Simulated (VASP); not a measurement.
VASP input:

**POSCAR**
```
TiO2
1.0
  4.5942928156   0.0000000000   0.0000000000
  0.0000000000   4.5942928156   0.0000000000
  0.0000000000   0.0000000000   2.9430524456
Ti O
2 4
Cart
  4.5942928156   0.0000000000   2.9430524456
  2.2971464078   2.2971464078   1.4715262228
  1.3978694259   1.3978694259   2.9430524456
  3.6950158337   0.8992769819   1.4715262228
  0.8992769819   3.6950158337   1.4715262228
  3.1964233897   3.1964233897   0.0000000000
```

KPOINTS:
```
Automatic
0
gamma
  5 5 7
0 0 0
```

INCAR:
```
ALGO = Normal
EDIFF = 1E-6
EDIFFG = -0.02
ENCUT = 530
IBRION = 2
ISIF = 3
ISMEAR = 0
LASPH = T
LCHARG = F
LMAXMIX = 4
LMIXTAU = T
LREAL = F
LWAVE = F
METAGGA = R2SCAN
NELM = 100
NSW = 60
PREC = Accurate
SIGMA = 0.05
SYSTEM = TiO2
```

POTCAR, in this order: Ti_sv O (PBE.64 set). Program: vasp_std.

Question: Translate this r2SCAN calculation to Ansatz.

Answer: One equivalent input (not run):
Ansatz 0.2 input:
```yaml
crystal:
  lattice:
    - [4.5942928, 0.0000000, 0.0000000]
    - [0.0000000, 4.5942928, 0.0000000]
    - [0.0000000, 0.0000000, 2.9430524]
  atoms:
    - { symbol: Ti, position: [1.0000000, 0.0000000, 1.0000000] }
    - { symbol: Ti, position: [0.5000000, 0.5000000, 0.5000000] }
    - { symbol: O, position: [0.3042622, 0.3042622, 1.0000000] }
    - { symbol: O, position: [0.8042622, 0.1957378, 0.5000000] }
    - { symbol: O, position: [0.1957378, 0.8042622, 0.5000000] }
    - { symbol: O, position: [0.6957378, 0.6957378, 0.0000000] }
kpoints:
  mp_grid: { grid: [5, 5, 7] }
hamiltonian:
  xc: r2scan
  pseudopotentials: { kind: paw }
scf:
  occupations: { method: gaussian, width: 0.05 }
  max_iter: 100
relax:
  max_steps: 60
  f_tol: 0.02
  cell: {}
output: { forces: true, stress: true, eigenvalues: true }
```
The two are equivalent in intent, not identical: each code has its own PAW files, so the cut-off isn't converted (ENCUT is set for VASP's; basis.ecutwfc is left out, and Ansatz then takes the one that its files recommend); Ansatz stops its SCF on the density residual and VASP on the energy change (EDIFF).

The compound is TiO2 in the rutile structure. This run relaxes it. Symmetry was kept, so distortions that lower it aren't found. The start is the result of an earlier pass.
